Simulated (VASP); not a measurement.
An input for Quantum ESPRESSO's pw.x (written as the equivalent of a VASP run, and not itself run):

```
&CONTROL
  calculation = 'vc-relax'
  pseudo_dir = './pseudo'
  outdir = './out'
  tprnfor = .true.
  tstress = .true.
  nstep = 60
  forc_conv_thr = 0.00039
/
&SYSTEM
  ibrav = 0
  nat = 2
  ntyp = 1
  ecutwfc = 84
  occupations = 'smearing'
  smearing = 'methfessel-paxton'
  degauss = 0.00735
  input_dft = 'vdw-df-obk8'
/
&ELECTRONS
  conv_thr = 7.3e-08
  electron_maxstep = 100
/
&IONS
/
&CELL
/
ATOMIC_SPECIES
  Tc 97.907 Tc.upf
CELL_PARAMETERS angstrom
     1.3700000   -2.3729100    0.0000000
     1.3700000    2.3729100    0.0000000
     0.0000000    0.0000000    4.3900000
ATOMIC_POSITIONS crystal
  Tc   0.3333330  0.6666670  0.2500000
  Tc   0.6666670  0.3333330  0.7500000
K_POINTS automatic
  14 14 8 0 0 0
```

Question: Translate this input to VASP (INCAR, KPOINTS, POSCAR, choice of POTCAR).

Answer: This is not unique; one that fits is 
File POSCAR:
```
Tc
1
    1.3700000000    -2.3729100000     0.0000000000
    1.3700000000     2.3729100000     0.0000000000
    0.0000000000     0.0000000000     4.3900000000
Tc
2
Direct
  0.3333330000   0.6666670000   0.2500000000
  0.6666670000   0.3333330000   0.7500000000
```

File KPOINTS:
```
Regular mesh
0
Gamma
  14 14 8
0 0 0
```

### INCAR
```
AGGAC = 0.0
ALGO = Normal
EDIFF = 1E-6
EDIFFG = -0.01
ENCUT = 520
GGA = BO
IBRION = 2
ISIF = 3
ISMEAR = 1
LASPH = .TRUE.
LCHARG = .FALSE.
LMAXMIX = 4
LREAL = .FALSE.
LUSE_VDW = .TRUE.
LWAVE = .FALSE.
NELM = 100
NSW = 60
PARAM1 = 0.1833333333
PARAM2 = 0.22
PREC = Accurate
SIGMA = 0.1
SYSTEM = Tc
```

POTCAR, in this order: Tc_pv (PBE.64 set). Program: vasp_std.

The two are equivalent in intent, not identical: the potentials are each code's own (VASP's PAW set, PseudoDojo norm-conserving files in pw.x), so ENCUT and ecutwfc are chosen apart and not converted; conv_thr bounds pw.x's estimated SCF error, while EDIFF bounds the energy change between steps; forc_conv_thr acts on force components and is met together with etot_conv_thr.

The compound is Tc in the hcp structure. This run relaxes it. Symmetry was kept, so distortions that lower it aren't found.
